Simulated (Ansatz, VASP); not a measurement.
# GaN: VASP beside Ansatz, part 2 of 2

Aim: how closely do two programs agree when they are given the same cell, functional and k mesh? The cell is taken from a series of runs on this material, whose earlier steps may have relaxed, scaled, displaced or heated it; both programs get it as it stands.

VASP 6.6.1 and Ansatz 0.2.0.

So far: Set-up; VASP: G0W0 gap, LDA.

## 3. Ansatz: G0W0 gap, LDA

Level of this step: Ansatz beside VASP: G0W0 on Kohn-Sham DFT, plane waves, LDA (Ansatz).

Ansatz runs on its default PAW (the set named soft_2) files.

The same cell, functional (in two slightly different forms) and mesh now go to Ansatz, which takes its cutoff from its data sets.

input.yaml

```yaml
crystal:
  lattice:
    - [-1.6014328878, -2.2647681147, 1.5897193902]
    - [1.6014328878, -2.2647681147, 1.5897193902]
    - [0.0, -3.5e-09, 3.1794387853]
  atoms:
    - { symbol: Ga, position: [-0.0004700103, -0.0004700103, 0.0004700103] }
    - { symbol: "N", position: [0.2504700103, 0.2504700103, 0.2495299897] }
kpoints:
  mp_grid: { grid: [8, 8, 8] }
hamiltonian:
  xc: lda
scf:
  occupations: { method: fixed }
gw:
  n_empty_bands: 96
  ecut_chi: 150.0
  qp_bands: [v3, c1]
  screening: { model: contour_deformation }
```

Command:

```console
> ansatz run input.yaml --threads 14 --pin off --max-ram 73728MiB --backend cpu --events-out ev --progress --plain --runs-dir out
```

Numbers of over 12 decimals in the logs are rounded to 6 here.

What it wrote:

```text
Engine: ansatz 0.2.0, aarch64-unknown-linux-gnu
Pseudopotentials: kind: paw
Pseudopotential: Ga, paw, valence charge 13, recommended cutoff 420 eV (normal), Ga.paw.azcp
Pseudopotential: N, paw, valence charge 5, recommended cutoff 420 eV (normal), N.paw.azcp
Functional definition: SPW92
  exchange = slater_x
  correlation = pw_c
Crystal: 2 atoms, lattice volume = 23.063 Å³
Basis set: ecut = 420 eV, 459 PW (Γ)
Bands: 13, of which v1, the nominal top of the filled ones, is band 9 counted from 1 (8 counted from 0)
Symmetry: 4 space group operations
Space group: Imm2 (ITA 44), of the structure as read, at distance tolerance 2.8e-5 Å
k-points: 95 of 512 (time reversal used)
Non-local potential: Ga, projectors of the file, l = 0: 2, l = 1: 2, l = 2: 3, l = 3: 1
Non-local potential: N, projectors of the file, l = 0: 2, l = 1: 2, l = 2: 1
PAW form: soft (Blöchl's): semilocal exchange-correlation on the pseudo side does not see the compensation charge
PAW frozen core: Ga, regenerated for the run's functional, and the local potential with it (the file was generated under x = pbe(κ = 0.804, μ = 0.219515), c = pbe(β = 0.066725))
PAW frozen core: N, regenerated for the run's functional, and the local potential with it (the file was generated under x = pbe(κ = 0.804, μ = 0.219515), c = pbe(β = 0.066725))
PAW one-centre angular grid: Ga, 590 points (default); XC on 64 Gauss nodes
PAW one-centre angular grid: N, 110 points (default); XC on 64 Gauss nodes
Initial density: superposition of atomic densities (neutral atoms: chi_scale 0, normalization atom), corrected by the library's trained network
Initial wavefunctions: pseudopotential atomic-orbital guess
Functional: x = slater, c = lda
SCF iter   1: F=—  HF=-4082.069820 eV  |F-HF|=—  |Δ(HF+E_count)|=         —  Δρ=1.33e-2  dr2=3.93e-2  ethr=1.77e-3  ⟨swp⟩=4.3  Hψ=5657  notcnv=0  defer=145
preconditioner: auto → none  [insulator: Δε(μ)=1.544 eV  Ē_g=18.568 eV  n_scr=8 (ndim 8)  ℏωp=32.8 eV  f_vac=0.001  ε∞_Penn≈4.1]
SCF iter   2: F=—  HF=-4082.060706 eV  |F-HF|=—  |Δ(HF+E_count)|=   9.11e-3  Δρ=6.84e-3  dr2=7.79e-3  ethr=2.19e-4  ⟨swp⟩=2.3  Hψ=2498  notcnv=0  defer=190
SCF iter   3: F=—  HF=-4082.058372 eV  |F-HF|=—  |Δ(HF+E_count)|=   2.33e-3  Δρ=1.71e-3  dr2=2.74e-4  ethr=4.33e-5  ⟨swp⟩=2.0  Hψ=1682  notcnv=0  defer=190
SCF iter   4: F=—  HF=-4082.058265 eV  |F-HF|=—  |Δ(HF+E_count)|=   1.07e-4  Δρ=5.95e-4  dr2=2.59e-5  ethr=1.52e-6  ⟨swp⟩=2.9  Hψ=2218  notcnv=0  defer=187
SCF iter   5: F=—  HF=-4082.058249 eV  |F-HF|=—  |Δ(HF+E_count)|=   1.55e-5  Δρ=3.48e-5  dr2=1.45e-7  ethr=1.44e-7  ⟨swp⟩=2.1  Hψ=2016  notcnv=0
SCF iter   6: F=-4082.058249 eV  HF=-4082.058249 eV  |F-HF|=2.75e-9  |Δ(HF+E_count)|=   2.09e-9  Δρ=7.64e-6  dr2=6.56e-9  ethr=5.56e-10  ⟨swp⟩=4.1  Hψ=4543  notcnv=0
SCF 1 converged in 6 iterations: F = -4082.058249 eV  dr2 = 6.56e-9
  greatest PAW one-centre occupation: 0.995 electrons in one spin orbital (limit 2), on the Ga atom at site 0 (counted from 0), in its partial waves of l = 2
NSCF: frozen V_eff on 95 k-points
G₀W₀ screening: q 1/95
[... further progress lines ...]
NSCF: frozen V_eff on 1 k-points
NSCF: frozen V_eff on 1 k-points
SCF converged after 6 iterations
Free energy (F): -4082.058249 eV
Harris-Foulkes:  -4082.058249 eV  (|F-HF|=2.75e-9)
Internal energy: -4082.058249 eV  (E = F + TS)
E sigma→0 (E₀):  -4082.058249 eV
Fermi energy:    9.193703 eV
--- Per-component energies (eV) ---
  E_band       = -14.960182
  E_kinetic    = 246.176095
  E_local      = -1959.243167  (includes V_loc(G=0)·N_el)
  E_nonlocal   = 477.449516
  E_hartree    = 897.731341
  E_xc         = -127.549336
  E_vxc        = -133.834189  (∫ρ·V_xc dr)
  E_paw        = -2035.022857  (= ΣΔE_a)
  E_vpaw       = -440.970835  (= ΣTr[D̂ρ^β])
  E_aug_tail   = 0.000041  (compensation charges beyond the density's cutoff)
  E_ewald      = -1583.408405
  E_core_change = 1.808524  (= ΣΔE_core)
  E_smearing   = -0.000000  (= −TS)
  E_closure    = 0.000000  (closes the sum)
  Σ components = -4082.058249   (vs F -4082.058249, Δ=0.00e0)
--- Band table (eV; the first three rows and the last of 95) ---
  k-point 0: bands = [... 5 lower, -4.1060, 9.1484, 9.1532, 9.1937, 10.8463, 19.1499, 19.2435, 19.3147]
  k-point 1: bands = [... 5 lower, -4.1078, 7.6595, 8.9858, 9.0011, 11.9732, 18.5650, 19.3973, 19.4943]
  k-point 2: bands = [... 5 lower, -4.0070, 5.3319, 8.6265, 8.6336, 13.1082, 17.7525, 19.6550, 19.6904]
  k-point 94: bands = [... 5 lower, -2.2364, 2.9578, 6.4287, 6.5302, 12.4346, 15.6390, 20.5756, 22.8075]
--- G₀W₀: contour deformation, 7 samples at zero and on the imaginary axis and 3 off it, 512 q-points, 96 empty bands' worth ---
[...]
68     9      8.1342   -22.6794     3.0999   -19.0358  0.7636     7.5858     7.5905  root
    68    10     14.3373   -10.6585    -4.7264   -16.2900  0.7814    15.2576    15.2424  root
    69     7      6.4582   -22.8964     3.3695   -18.8936  0.7522     5.8157     5.8250  root
    69     8      8.1111   -22.6048     3.0557   -19.0024  0.7644     7.5596     7.5644  root
    69     9      8.9878   -23.4907     2.9358   -20.0777  0.7662     8.5075     8.5107  root
    69    10     13.0242   -11.8217    -4.1690   -16.8305  0.7869    13.8744    13.8638  root
    70     7      3.5179   -21.9109     4.3525   -16.8751  0.7187     2.8257     2.8348  root
    70     8      6.3098   -21.4273     3.4378   -17.3513  0.7517     5.6622     5.6716  root
    70     9      7.6298   -22.1600     3.1802   -18.4041  0.7616     7.0485     7.0541  root
    70    10     15.1456   -10.2087    -4.9549   -16.1051  0.7829    16.1052    16.0871  root
    71     7      2.7253   -20.3810     4.4219   -15.3398  0.7109     2.0998     2.1059  root
    71     8      6.1472   -21.5502     3.4863   -17.4191  0.7501     5.4927     5.5026  root
    71     9      7.3763   -21.8862     3.2297   -18.0650  0.7605     6.7786     6.7848  root
    71    10     15.5725   -10.7554    -5.0621   -16.8672  0.7871    16.6458    16.6222  root
    72     7      5.7244   -23.7140     3.7426   -19.2947  0.7414     5.0386     5.0477  root
    72     8      7.6457   -22.2480     3.1935   -18.4741  0.7612     7.0595     7.0653  root
    72     9      7.7271   -22.3124     3.2037   -18.5316  0.7613     7.1443     7.1500  root
    72    10     13.6395   -10.1723    -4.4119   -15.3801  0.7908    14.4452    14.4352  root
    73     7      3.8369   -22.2632     4.2804   -17.2872  0.7271     3.1292     3.1413  root
    73     8      5.8736   -21.0835     3.5502   -16.8773  0.7463     5.2061     5.2176  root
    73     9      8.1219   -22.6188     3.0975   -18.9815  0.7634     7.5775     7.5821  root
    73    10     15.4493   -10.8893    -5.2243   -17.1908  0.7763    16.5534    16.5265  root
    74     7      2.9949   -20.6580     4.3487   -15.6888  0.7124     2.3683     2.3745  root
    74     8      5.4813   -21.1576     3.6812   -16.8033  0.7411     4.7951     4.8082  root
[...]
93     7      3.2218   -21.2876     4.2576   -16.4338  0.7143     2.6219     2.6255  root
    93     8      4.8787   -20.2186     3.8036   -15.7164  0.7336     4.1644     4.1799  root
    93     9      7.0516   -21.6211     3.3368   -17.6774  0.7575     6.4379     6.4448  root
    93    10     14.1122    -8.9013    -4.3739   -13.9495  0.8097    14.7933    14.7866  root
    94     7      2.9578   -22.2080     4.4945   -17.0600  0.7122     2.2980     2.3044  root
    94     8      6.4287   -21.0487     3.4331   -16.9854  0.7530     5.7907     5.7986  root
    94     9      6.5302   -21.1259     3.4381   -17.0596  0.7534     5.8942     5.9021  root
    94    10     12.4346    -8.7623    -4.0075   -13.3095  0.8197    12.9779    12.9743  root
```

In the SCF lines HF is the Harris–Foulkes energy and dr2 the Hartree energy of the density residual, in eV; the loop may stop once dr2 is under the threshold and the program's other checks hold. Hψ counts applications of the Hamiltonian.

## 4. Differences

Known differences besides the potentials themselves: the two LDA forms differ slightly; fixed occupations in Ansatz, narrow Gaussian smearing in VASP; the cutoff is 420 eV in Ansatz and 450 eV in VASP; VASP's log shows a relativistic correction to its local exchange, Ansatz's none; Ansatz integrates over frequency by contour deformation, VASP on a grid of NOMEGA points. Total energies have different zeros and are not compared.

The two programs side by side:

```csv
quantity,Ansatz,VASP,difference
G0W0 gap on the mesh (eV),2.79,2.82,-0.04
Kohn-Sham gap under it (eV),1.65,1.67,-0.02
```

## 5. Summary of results

| Item | Value |
| --- | --- |
| difference in G0W0 gap on the mesh (G0W0 gap, LDA) | -0.038 eV |

**Reading.** The difference in G0W0 gap on the mesh is -0.038 eV (G0W0 gap, LDA). Such differences can come from data sets, numerical settings and the points named under the comparisons, not from the functional's error against experiment.

[Lines on the potential files, build, host, timing and source positions are cut from VASP's logs without a mark.]

[Logs are printed without paths, hosts, clocks, repeated set-up lines and the standing remarks that a program may print on its own settings, such as how far it seeks lower states.]

[Hosts, paths, dates, database ids (printed as entryN), source tags and the programs' standing remarks are cut or masked in the printed files.]
